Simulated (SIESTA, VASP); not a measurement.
Input for VASP

### KPOINTS
```
kpoints
0
gamma
9 9 9
```

POSCAR:
```
Sc(CuSi)2
1.0
 -1.9028410000   1.9028410000   5.0138020000
  1.9028410000  -1.9028410000   5.0138020000
  1.9028410000   1.9028410000  -5.0138020000
Sc Si Cu
1 2 2
Cart
  0.0000000000   0.0000000000   0.0000000000
  0.0000000000  -0.0000000000   6.1522358821
  0.0000000000  -0.0000000000   3.8753681179
  1.9028410000   0.0000000000   2.5069010000
  0.0000000000   1.9028410000   2.5069010000
```

### INCAR
```
SYSTEM=Sc(CuSi)2
PREC=Accurate; ENCUT=300; LREAL=.False.
LASPH=.True.
EDIFF=1E-6; NELM=100; ALGO=Normal
LMAXMIX=4
ISMEAR=-1; SIGMA=0.136
ISIF=2
LWAVE=.False.; LCHARG=.False.
```

POTCAR, in this order: Sc_sv Si Cu (LDA.64 set). Program: vasp_std.

Task: Translate it to SIESTA.

Result: One input that does it (LDA PW92, numerical atomic orbitals DZP, PseudoDojo LDA standard norm-conserving potentials (rewritten from UPF to PSML)):
```
# files in the folder: Sc.psml Si.psml Cu.psml (PseudoDojo LDA standard)
SystemName  Sc(CuSi)2
SystemLabel Sc(CuSi)2

NumberOfAtoms                5
NumberOfSpecies              3
%block ChemicalSpeciesLabel
  1 21 Sc
  2 14 Si
  3 29 Cu
%endblock ChemicalSpeciesLabel
LatticeConstant              1.0 Ang
%block LatticeVectors
    -1.902841000    1.902841000    5.013802000
     1.902841000   -1.902841000    5.013802000
     1.902841000    1.902841000   -5.013802000
%endblock LatticeVectors
AtomicCoordinatesFormat      ScaledCartesian
%block AtomicCoordinatesAndAtomicSpecies
     0.000000000    0.000000000    0.000000000  1
     0.000000000   -0.000000000    6.152235882  2
     0.000000000   -0.000000000    3.875368118  2
     1.902841000    0.000000000    2.506901000  3
     0.000000000    1.902841000    2.506901000  3
%endblock AtomicCoordinatesAndAtomicSpecies

XC.functional                LDA
XC.authors                   PW92
PAO.BasisSize                DZP
PAO.EnergyShift              0.01 Ry
MeshCutoff                   350 Ry
%block kgrid.MonkhorstPack
    9   0   0  0.0
    0   9   0  0.0
    0   0   9  0.0
%endblock kgrid.MonkhorstPack
OccupationFunction           FD
ElectronicTemperature        0.136 eV

MaxSCFIterations             150
SCF.Mixer.Method             Pulay
SCF.Mixer.Weight             0.1
SCF.Mixer.History            6
SCF.DM.Tolerance             1.0E-05
Diag.ParallelOverK           true
WriteForces                  true
```
Both inputs were run and reached self-consistency, which says nothing on mesh or cut-off. Potentials, basis and cut-offs are each code's own, so they don't translate, and total energies aren't comparable.

VASP's LDA is the Perdew-Zunger fit; the other code's may be Perdew-Wang, which differs slightly.

The structure comes from a computed database's Cu2ScSi2 entry (I4/mmm); how it stands against other phases isn't given here. The cell was not relaxed at this level, and it may have been scaled.
